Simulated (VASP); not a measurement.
The system is Al2Pt.

```
Al Pt
1.0
     0.00000    2.95500    2.95500
     2.95500    0.00000    2.95500
     2.95500    2.95500    0.00000
Al Pt
2 1
Cartesian
  1.4775 1.4775 1.4775
  4.4325 4.4325 4.4325
  0.0000 0.0000 0.0000
```

* Program: VASP 6.6.1
* Task: relaxation of cell and atoms
* Functional: LDA
* Potentials or basis: VASP PAW LDA potentials, release 64 (Al, Pt)
* Cutoff: 600 eV
* k mesh: 12 × 12 × 12
* Occupations: methfessel-paxton, width 0.1 eV
* Spin: no spin polarisation

At the start: pressure -3.6 GPa; volume 17.20 Å³/atom.

Task: Where does the relaxation end?

Result: Over 3 steps the energy falls by 5.1 meV/atom and the volume is 16.76 Å³/atom (-2.6 %); space group Fm-3m (No. 225, to 0.05 Å).

The path:
| step | energy change (eV) | largest force (eV/Å) | pressure (GPa) | volume (Å³) |
| --- | --- | --- | --- | --- |
| 1 | 0.0000 | 0.0000 | -3.57 | 51.61 |
| 2 | 0.0056 | 0.0000 | 4.68 | 48.79 |
| 3 | -0.0153 | 0.0000 | -0.03 | 50.28 |

Final structure:
```
CELL_PARAMETERS angstrom
0.00000 2.92942 2.92942
2.92942 0.00000 2.92942
2.92942 2.92942 0.00000
ATOMIC_POSITIONS crystal
Al 0.25000 0.25000 0.25000
Al 0.75000 0.75000 0.75000
Pt 0.00000 0.00000 0.00000
```
